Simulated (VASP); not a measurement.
Data:

```xyz
8
Lattice="1.5650 -2.7107 0.0000 1.5650 2.7107 0.0000 0.0000 0.0000 10.0857" Properties=species:S:1:pos:R:3 pbc="T T T"
Ga     1.5650    -0.9036     2.5332
Al     1.5650     0.9036    10.0551
Al     1.5650    -0.9036     7.5674
Al     1.5650     0.9036     5.0765
N      1.5650    -0.9036     4.4974
N      1.5650     0.9036     1.8711
N      1.5650    -0.9036     9.4690
N      1.5650     0.9036     6.9784
```

Method: PBEsol GGA, VASP's PBE PAW potentials (set 64) (plane waves; VASP 6.6.1). Run with 520 eV cut-off, 9×9×3 Γ-centred mesh, tetrahedra with Blöchl corrections, potentials Ga_d Al N.

The cores are frozen, which limits the accuracy of field gradients.

Give the principal components of the electric field gradient (V/Å²) and the asymmetry η at each nucleus.

| atom | Vxx | Vyy | Vzz | η |
|---|---|---|---|---|
| Ga1 | -8.4 | -8.4 | 16.8 | 0.00 |
| Al2 | -1.9 | -1.9 | 3.7 | 0.00 |
| Al3 | -1.3 | -1.3 | 2.5 | 0.00 |
| Al4 | -2.1 | -2.1 | 4.3 | 0.00 |
| N5 | -9.9 | -9.9 | 19.8 | 0.00 |
| N6 | 6.8 | 6.8 | -13.6 | 0.00 |
| N7 | 1.0 | 1.0 | -2.0 | 0.00 |
| N8 | 0.6 | 0.6 | -1.2 | 0.00 |

The structure was generated: Al3GaN4 was put into an ordered model structure (P3m1), which need not be its known phase. It was relaxed first.
